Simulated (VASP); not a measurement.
Input:

```
CaO
1.0
    0.00000     2.48867     2.48867
    2.48867     0.00000     2.48867
    2.48867     2.48867     0.00000
Ca O
1 1
Direct
  0.00000   0.00000   0.00000
  0.50000   0.50000   0.50000
```

These are revPBE GGA, VASP's PBE PAW potentials (set 64) (plane waves; VASP 6.6.1) values and carry that method's errors. Settings: 520 eV cut-off, 9×9×9 Γ-centred mesh, Gaussian smearing of 0.050 eV, potentials Ca_sv O.

Give the stress tensor in GPa (positive for a compressed cell).

```
-4.97   0.00   0.00
 0.00  -4.97   0.00
 0.00   0.00  -4.97
```
The pressure is its mean diagonal, -4.97 GPa.

The compound is CaO in the rock salt structure. This cell is one point of a volume scan, at 1.06 of the reference volume.
